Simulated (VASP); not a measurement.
The system is W.

```
W
1.0
    -1.58234    1.58234    1.58234
     1.58234   -1.58234    1.58234
     1.58234    1.58234   -1.58234
W
1
Direct
  0.00000 0.00000 0.00000
```

| Item | Value |
| --- | --- |
| Program | VASP 6.6.1 |
| Task | relaxation of cell and atoms |
| Functional | PBE |
| Potentials or basis | VASP PAW PBE potentials, release 64 (W_sv) |
| Cutoff | 350 eV |
| k mesh | 18 × 18 × 18 |
| Occupations | gaussian, width 0.1 eV |
| Spin | no spin polarisation |

At the start: pressure 5.9 GPa; volume 15.85 Å³/atom.

How do energy, volume and symmetry change on relaxing?

Over 4 steps the energy falls by 5.2 meV/atom and the volume is 16.14 Å³/atom (+1.8 %); space group Im-3m (No. 229, to 0.05 Å).

Step by step:
```tsv
step	energy change (eV)	largest force (eV/Å)	pressure (GPa)	volume (Å³)
1	0.0000	0.0000	5.90	15.85
2	0.0574	0.0000	-17.46	17.22
3	-0.0052	0.0000	-0.17	16.15
4	-0.0052	0.0000	0.01	16.14
```

Final structure:
```
W
1.0
    -1.59198    1.59198    1.59198
     1.59198   -1.59198    1.59198
     1.59198    1.59198   -1.59198
W
1
Cartesian
  0.0000 0.0000 0.0000
```
